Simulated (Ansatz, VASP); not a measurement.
**Two plane-wave programs on Cu3SCl**

The input INCAR:

```
PREC     = Accurate       # precision mode
ENCUT    = 520            # plane-wave cutoff, eV
EDIFF    = 1E-6           # SCF threshold, eV
ISMEAR   = 0              # smearing method
SIGMA    = 0.05           # smearing width, eV
LREAL    = F              # projectors in reciprocal space
LASPH    = T              # aspherical terms in the spheres
NELM     = 100            # most SCF steps
ALGO     = Normal         # electronic algorithm
ISIF     = 2              # what is computed and relaxed
LWAVE    = F              # write WAVECAR
LCHARG   = T              # write CHGCAR
GGA      = CA             # functional
LELF     = T              # ELF
LVHAR    = T            
NBANDS   = 31             # bands
```

File KPOINTS:

```
Automatic mesh
0
Gamma
  4 4 4
```

File POSCAR:

```
Cu3SCl
1.0
    5.2200000000      0.0000000000      0.0000000000
    0.0000000000      5.2200000000      0.0000000000
    0.0000000000      0.0000000000      5.2200000000
Cl S Cu
1 1 3
Direct
    0.0000000000      0.0000000000      0.0000000000
    0.5000000000      0.5000000000      0.5000000000
    0.5000000000      0.5000000000      0.0000000000
    0.5000000000      0.0000000000      0.5000000000
    0.0000000000      0.5000000000      0.5000000000
```

Input for Ansatz:

```yaml
crystal:
  lattice:
    - [5.22, 0.0, 0.0]
    - [0.0, 5.22, 0.0]
    - [0.0, 0.0, 5.22]
  atoms:
    - { symbol: Cl, position: [0.0, 0.0, 0.0] }
    - { symbol: S, position: [0.5, 0.5, 0.5] }
    - { symbol: Cu, position: [0.5, 0.5, 0.0] }
    - { symbol: Cu, position: [0.5, 0.0, 0.5] }
    - { symbol: Cu, position: [0.0, 0.5, 0.5] }
basis:
  ecutwfc: 420
kpoints:
  mp_grid: { grid: [4, 4, 4] }
hamiltonian:
  xc: lda
scf:
  occupations: { method: gaussian, width: 0.05 }
output:
  forces: true
  stress: true
  eigenvalues: true
```

The cell comes from a database or a generator and needn't be the stable form of this composition.

Alike in both runs: task single point; functional LDA; k mesh 4 × 4 × 4; occupations gaussian, width 0.05 eV; no spin polarisation.

|  | VASP | Ansatz |
| --- | --- | --- |
| version | VASP 6.6.1 | Ansatz 0.2.0 |
| potentials or method | VASP PAW LDA potentials, release 64 (Cl, S, Cu) | scalar-relativistic, plane waves, PAW |
| plane-wave cutoff (eV) | 520 | 420 |
| valence electrons in the cell | 46 | 70 |

Ansatz gave:

- gap on the k mesh at the Fermi level (eV): 0.17
- least direct gap on the mesh (eV): 0.69
- pressure (GPa): -13.2

Q: Estimate VASP's values.

A: gap on the k mesh at the Fermi level (eV): 0.18; least direct gap on the mesh (eV): 0.71; pressure (GPa): -13.1.

The two sets of potentials don't hold the same shells in valence.

A k mesh can miss the band edges. As with any semilocal functional, this LDA gap is likely too small.
